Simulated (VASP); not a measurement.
# AlHBrF: harmonic vibrations of a molecule

AlHBrF, molecule in box, 4 atoms in the cell. PBE, harmonic vibrations; PAW potentials F, Al, Br, H (PBE set).

## Input

INCAR.step1:
```
ALGO = Normal ; EDIFF = 1E-8
EDIFFG = -0.002 ; ENCUT = 400
IBRION = 2 ; ISIF = 2
ISMEAR = 0 ; ISYM = 0
LASPH = True ; LCHARG = False
LREAL = False ; LWAVE = False
NELM = 100 ; NSW = 60
POTIM = 0.5 ; PREC = Accurate
SIGMA = 0.01
```

INCAR.step2, as INCAR.step1 but for:
```
- EDIFFG = -0.002
- IBRION = 2
- ISIF = 2
- NSW = 60
- POTIM = 0.5
+ IBRION = 5
+ NFREE = 2
+ NSW = 1
+ POTIM = 0.015
```

KPOINTS:
```
k-points
0
Gamma
  1 1 1
```

POSCAR.step1:
```
AlHBrF
1.0
   12.0000000000      0.0000000000      0.0000000000
    0.0000000000     12.0000000000      0.0000000000
    0.0000000000      0.0000000000     12.0000000000
F Al Br H
1 1 1 1
Direct
    0.5988208300      0.4068000000      0.6015041700
    0.5449208300      0.4802416700      0.4995291700
    0.4033458300      0.4053333300      0.4041625000
    0.5931041700      0.5981666700      0.4724291700
```

Commands (each step's output is kept before the next begins):
```
cat potpaw_PBE.64/F/POTCAR potpaw_PBE.64/Al/POTCAR potpaw_PBE.64/Br/POTCAR potpaw_PBE.64/H/POTCAR > POTCAR
cp INCAR.step1 INCAR
cp POSCAR.step1 POSCAR
mpirun -np 4 vasp_gam > vasp.out
cp CONTCAR POSCAR
cp INCAR.step2 INCAR
mpirun -np 4 vasp_gam > vasp.out
```

## Result

- Vibrations (cm⁻¹; a negative value is imaginary): 1965, 821, 628, 444, 405, 176
- Zero-point energy (eV): 0.275
- Translations and rotations, which should read zero (cm⁻¹): -13, -12, -3, 4, 6, 8
- Vibrational entropy at 298 K (meV/K): 0.205
- Displaced cells: 24
- Ionic steps, all stages: 38
- Electronic steps, all stages: 667

VASP 6.6.1 took 718 s on 4 cores (Intel Xeon Platinum 8375C @ 2.90GHz (Ice Lake)), a shared host.
